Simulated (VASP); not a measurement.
```
Pt3Ti
1.0
    3.96917     0.00000     0.00000
    0.00000     3.96917     0.00000
    0.00000     0.00000     3.96917
Ti Pt
1 3
Cartesian
  0.00000   0.00000   0.00000
  0.00000   1.98459   1.98459
  1.98459   0.00000   1.98459
  1.98459   1.98459   0.00000
```

Calculation: RPBE GGA, VASP's PBE PAW potentials (set 64) (plane waves; VASP 6.6.1). Settings: 520 eV cut-off, Gaussian smearing of 0.050 eV, potentials Ti_sv Pt.

Q: Give the energies of bands 11 to 24 at the high-symmetry points, in eV from the Fermi level.

A: 
| band | Γ | X | M | R |
|---|---|---|---|---|
| 11 | -6.27 | -4.76 | -4.53 | -4.20 |
| 12 | -3.41 | -4.39 | -4.53 | -3.42 |
| 13 | -3.41 | -4.09 | -4.08 | -3.42 |
| 14 | -3.41 | -4.09 | -4.08 | -3.42 |
| 15 | -1.63 | -3.38 | -3.87 | -2.88 |
| 16 | -1.63 | -2.90 | -3.01 | -2.88 |
| 17 | -0.59 | -2.53 | -2.93 | -0.77 |
| 18 | -0.05 | -2.53 | -2.93 | -0.62 |
| 19 | -0.05 | -2.47 | -2.28 | -0.62 |
| 20 | -0.05 | -1.35 | -2.21 | -0.62 |
| 21 | 1.23 | -0.22 | -2.13 | -0.50 |
| 22 | 1.23 | -0.22 | 0.16 | -0.50 |
| 23 | 1.58 | -0.04 | 0.16 | -0.50 |
| 24 | 1.58 | 0.41 | 0.33 | 1.04 |

It has no gap at this level: it comes out as a metal or semimetal.

The compound is Pt3Ti in the L1_2 structure. It was relaxed first.
